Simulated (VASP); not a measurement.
An input for Quantum ESPRESSO's pw.x (written as the equivalent of a VASP run, and not itself run):

```
&CONTROL
  calculation = 'scf'
  pseudo_dir = './pseudo'
  outdir = './out'
  tprnfor = .true.
  tstress = .true.
/
&SYSTEM
  ibrav = 0
  nat = 16
  ntyp = 2
  ecutwfc = 82
  occupations = 'tetrahedra'
  input_dft = 'pbesol'
/
&ELECTRONS
  conv_thr = 7.3e-09
  electron_maxstep = 100
/
ATOMIC_SPECIES
  Pd 106.420 Pd.upf
  S 32.060 S.upf
CELL_PARAMETERS angstrom
     6.4006680    0.0000000    0.0000000
    -0.0000000    6.4006680    0.0000000
     0.0000000    0.0000000    6.5735558
ATOMIC_POSITIONS crystal
  Pd   0.0000000  0.5000000  0.0000000
  Pd   0.5000000  0.0000000  0.5000000
  Pd   0.0000000  0.0000000  0.2500000
  Pd   0.0000000  0.0000000  0.7500000
  Pd   0.4708177  0.2578696  0.0000000
  Pd   0.5291823  0.7421304  0.0000000
  Pd   0.7421304  0.4708177  0.5000000
  Pd   0.2578696  0.5291823  0.5000000
  S    0.1944177  0.3068194  0.2280197
  S    0.8055823  0.6931806  0.2280197
  S    0.6931806  0.1944177  0.7280197
  S    0.3068194  0.8055823  0.7280197
  S    0.8055823  0.6931806  0.7719803
  S    0.1944177  0.3068194  0.7719803
  S    0.3068194  0.8055823  0.2719803
  S    0.6931806  0.1944177  0.2719803
K_POINTS automatic
  4 4 4 0 0 0
```

Write the VASP files for the same calculation (PBEsol).

Several could match; the one computed here: 
**INCAR**
```
ALGO = Normal
EDIFF = 1E-7
ENCUT = 400
GGA = PS
ISIF = 2
ISMEAR = -5
LASPH = .True.
LCHARG = .True.
LEFG = .True.
LMAXMIX = 4
LORBIT = 11
LREAL = Auto
LWAVE = .False.
NEDOS = 601
NELM = 100
PREC = Accurate
SYSTEM = PdS
```

File POSCAR:
```
PdS
1
    6.4006680429     0.0000000389     0.0000000000
   -0.0000000389     6.4006680429     0.0000000000
    0.0000000000     0.0000000000     6.5735558427
Pd S
8 8
Direct
  0.0000000000   0.5000000000   0.0000000000
  0.5000000000   0.0000000000   0.5000000000
  0.0000000000   0.0000000000   0.2500000000
  0.0000000000   0.0000000000   0.7500000000
  0.4708177210   0.2578696018   0.0000000000
  0.5291822790   0.7421303982   0.0000000000
  0.7421303982   0.4708177210   0.5000000000
  0.2578696018   0.5291822790   0.5000000000
  0.1944176618   0.3068193933   0.2280197004
  0.8055823382   0.6931806067   0.2280197004
  0.6931806067   0.1944176618   0.7280197004
  0.3068193933   0.8055823382   0.7280197004
  0.8055823382   0.6931806067   0.7719802996
  0.1944176618   0.3068193933   0.7719802996
  0.3068193933   0.8055823382   0.2719802996
  0.6931806067   0.1944176618   0.2719802996
```

### KPOINTS
```
Automatic
0
Gamma
4 4 4
```

POTCAR, in this order: Pd S (PBE.64 set). Program: vasp_std.

The two are equivalent in intent, not identical: the potentials are each code's own (VASP's PAW set, PseudoDojo norm-conserving files in pw.x), so ENCUT and ecutwfc are chosen apart and not converted; conv_thr bounds pw.x's estimated SCF error, while EDIFF bounds the energy change between steps; the field gradients of LEFG aren't asked of the other code.

The compound is PdS in the sg84 structure. It was relaxed first.
